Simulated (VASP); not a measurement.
A run of VASP 6.6.1:

The input INCAR:

```
PREC     = Accurate       # precision mode
ENCUT    = 600            # plane-wave cutoff, eV
EDIFF    = 1E-7           # SCF threshold, eV
ISMEAR   = 0              # smearing method
SIGMA    = 0.1            # smearing width, eV
LREAL    = F              # projectors in reciprocal space
LASPH    = T              # aspherical terms in the spheres
NELM     = 100            # most SCF steps
ALGO     = Normal         # electronic algorithm
ISIF     = 3              # what is computed and relaxed
LWAVE    = F              # write WAVECAR
LCHARG   = F              # write CHGCAR
GGA      = PE             # functional
IBRION   = 2              # ionic algorithm
NSW      = 90             # ionic steps
EDIFFG   = -0.04          # ionic threshold
```

File KPOINTS:

```
regular mesh
0
Gamma
  4 4 4
```

Contents of POSCAR:

```
Ir3C4
1.0
    4.2361556200      0.0000000000      0.0000000000
    0.0000000000      4.2361556200      0.0000000000
    0.0000000000      0.0000000000      4.2361556200
Ir C
3 4
Direct
    0.5000000000      0.5000000000      0.0000000000
    0.0000000000      0.5000000000      0.5000000000
    0.5000000000      0.0000000000      0.5000000000
    0.5000000000      0.5000000000      0.5000000000
    0.5000000000      0.0000000000      0.0000000000
    0.0000000000      0.5000000000      0.0000000000
    0.0000000000      0.0000000000      0.5000000000
```

Potentials or basis: VASP PAW PBE potentials, release 64 (Ir, C).

Launch:

```sh
$ cat potpaw_PBE.64/Ir/POTCAR potpaw_PBE.64/C/POTCAR > POTCAR
$ mpirun -np 1 vasp_std > vasp.out
```

Hardware: 1 thread of AMD EPYC 9R45 (Zen 5), with other jobs on the host.

Task: How long does it take, and how much memory?

Result: Run time: 55 s on 1 thread of AMD EPYC 9R45 (Zen 5) (shared host), peak memory 0.19 GiB. Counts: scf iterations 43, k points 10, ion steps 3.
